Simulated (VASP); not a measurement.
Input:

```
CELL_PARAMETERS angstrom
      7.26301     0.00000     0.00000
      0.00000     7.26301     0.00000
      0.00000     0.00000     7.26301
ATOMIC_POSITIONS crystal
  Cu 0.50000 0.00000 0.00000
  Cu 0.75000 0.25000 0.00000
  Cu 0.75000 0.00000 0.25000
  Cu 0.00000 0.00000 0.00000
  Cu 0.25000 0.25000 0.00000
  Cu 0.50000 0.50000 0.00000
  Cu 0.75000 0.75000 0.00000
  Cu 0.25000 0.00000 0.25000
  Cu 0.50420 0.25651 0.24769
  Cu 0.74970 0.49555 0.25557
  Cu 0.50000 0.00000 0.50000
  Cu 0.75132 0.24363 0.50450
  Cu 0.75000 0.00000 0.75000
  Cu 0.00000 0.50000 0.00000
  Cu 0.25000 0.75000 0.00000
  Cu 0.00000 0.25000 0.25000
  Cu 0.25282 0.49361 0.25249
  Cu 0.49888 0.75558 0.25617
  Cu 0.00000 0.00000 0.50000
  Cu 0.25121 0.24766 0.49966
  Cu 0.75503 0.74773 0.50264
  Cu 0.25000 0.00000 0.75000
  Cu 0.50135 0.25609 0.75645
  Cu 0.75471 0.50589 0.75117
  Cu 0.00000 0.75000 0.25000
  Cu 0.00000 0.50000 0.50000
  Cu 0.24980 0.74756 0.49498
  Cu 0.00000 0.25000 0.75000
  Cu 0.24760 0.49454 0.74612
  Cu 0.50228 0.74575 0.74476
  Cu 0.00000 0.75000 0.75000
  Ti 0.49921 0.50319 0.50179
```

The numbers are results of PBE GGA, VASP's PBE PAW potentials (set 64) (plane waves; VASP), not measurements. Settings: PREC = Normal, LREAL = Auto, ISYM = 0, EDIFF = 1E-5, 400 eV cut-off, 3×3×3 Γ-centred mesh, first-order Methfessel-Paxton smearing of 0.10 eV, potentials Cu Ti.

**Question.** The ions are relaxed. What does this cell relax into?

**Answer.** 
```
CELL_PARAMETERS angstrom
      7.26301     0.00000     0.00000
      0.00000     7.26301     0.00000
      0.00000     0.00000     7.26301
ATOMIC_POSITIONS crystal
  Cu 0.50061 0.99960 0.00051
  Cu 0.75149 0.24904 0.00032
  Cu 0.75143 0.99979 0.24952
  Cu 0.00060 0.99975 0.00044
  Cu 0.24957 0.24912 0.00045
  Cu 0.50061 0.49978 0.00043
  Cu 0.75142 0.75072 0.00044
  Cu 0.24974 0.99977 0.24941
  Cu 0.50049 0.24720 0.24792
  Cu 0.75290 0.49998 0.24785
  Cu 0.50059 0.99989 0.50047
  Cu 0.75289 0.24749 0.50059
  Cu 0.75138 0.99959 0.75151
  Cu 0.00067 0.49973 0.00041
  Cu 0.24971 0.75075 0.00055
  Cu 0.00052 0.24875 0.24954
  Cu 0.24820 0.49972 0.24808
  Cu 0.50054 0.75209 0.24813
  Cu 0.00064 0.99972 0.50042
  Cu 0.24826 0.24752 0.50039
  Cu 0.75288 0.75227 0.50038
  Cu 0.24969 0.99984 0.75137
  Cu 0.50059 0.24735 0.75302
  Cu 0.75302 0.50003 0.75279
  Cu 0.00067 0.75080 0.24959
  Cu 0.00050 0.49971 0.50039
  Cu 0.24820 0.75220 0.50039
  Cu 0.00059 0.24861 0.75133
  Cu 0.24820 0.50001 0.75293
  Cu 0.50030 0.75216 0.75279
  Cu 0.00061 0.75063 0.75122
  Ti 0.50060 0.49966 0.50040
```

**Question.** How much energy does the relaxation gain?

**Answer.** The energy (σ→0) changes by -5.3 meV/atom, in 8 ionic steps.

| step | E(σ→0) (eV) | max force (eV/Å) | pressure (GPa) | volume (Å³) |
|---|---|---|---|---|
| 1 | -123.0502 | 0.690 | 2.10 | 383.13 |
| 2 | -123.1630 | 0.336 | 1.58 | 383.13 |
| 3 | -123.1990 | 0.212 | 1.51 | 383.13 |
| 4 | -123.2109 | 0.081 | 1.44 | 383.13 |
| 5 | -123.2142 | 0.074 | 1.42 | 383.13 |
| 6 | -123.2172 | 0.050 | 1.40 | 383.13 |
| 7 | -123.2182 | 0.044 | 1.42 | 383.13 |
| 8 | -123.2190 | 0.015 | 1.49 | 383.13 |

The cell is a supercell with a defect, built from Cu (fcc): Ti_Cu. The run is not spin-polarised, so no state with unpaired spins was tried.
